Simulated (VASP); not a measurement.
Data:

```
CELL_PARAMETERS angstrom
      0.00000     2.37609     2.38803
      2.38803     0.00000     2.38803
      2.38803     2.37609     0.00000
ATOMIC_POSITIONS crystal
  Ca 0.00000 0.00000 0.00000
  O  0.50000 0.50000 0.50000
```

All values below come from PBEsol GGA, VASP's PBE PAW potentials (set 64) (plane waves; VASP). Run with 600 eV cut-off, 10×10×10 Γ-centred mesh, Gaussian smearing of 0.050 eV, potentials Ca_sv O.

### Question
Give the stress tensor in GPa (positive for a compressed cell).

### Answer

```
0.21  0.00  0.00
0.00  1.10  0.00
0.00  0.00  0.21
```
The pressure is its mean diagonal, 0.50 GPa.

The compound is CaO in the rock salt structure. This cell was strained or had an atom moved on purpose.
